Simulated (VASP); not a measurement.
```
AlGaAs2
1.0
    2.00574     1.15802     6.54015
   -2.00574     1.15802     6.54015
    0.00000    -2.31603     6.54015
Al Ga As
1 1 2
Direct
  0.99972   0.99972   0.99972
  0.50014   0.50014   0.50014
  0.12501   0.12501   0.12501
  0.62514   0.62514   0.62514
```

Level of theory: PBEsol GGA, VASP's PBE PAW potentials (set 64) (plane waves; VASP). Settings: 400 eV cut-off, Gaussian smearing of 0.050 eV, potentials Al Ga_d As.

Task: Give the energies of bands 8 to 16 at the high-symmetry points, in eV from the valence-band maximum.

Result: 
| band | Γ | T | H2 | L | S0 | F |
|---|---|---|---|---|---|---|
| 8 | -6.12 | -4.08 | -6.30 | -6.08 | -6.29 | -6.50 |
| 9 | -1.01 | -3.45 | -5.36 | -5.24 | -5.33 | -5.73 |
| 10 | -1.01 | -0.73 | -3.56 | -3.09 | -3.77 | -2.43 |
| 11 | -0.01 | -0.73 | -3.48 | -2.90 | -3.34 | -2.42 |
| 12 | 0.00 | -0.45 | -1.94 | -1.89 | -2.12 | -0.98 |
| 13 | 0.00 | -0.45 | -1.90 | -1.78 | -1.82 | -0.98 |
| 14 | 0.82 | 1.56 | 2.33 | 2.20 | 2.19 | 1.22 |
| 15 | 1.85 | 2.29 | 2.81 | 2.37 | 3.70 | 1.37 |
| 16 | 3.96 | 4.61 | 5.36 | 4.84 | 4.23 | 2.12 |

The gap is direct, 0.82 eV, from the valence maximum at Γ to the conduction minimum at Γ.

The structure comes from a computed database's AlGaAs2 entry (R3m); how it stands against other phases isn't given here. It was relaxed first.
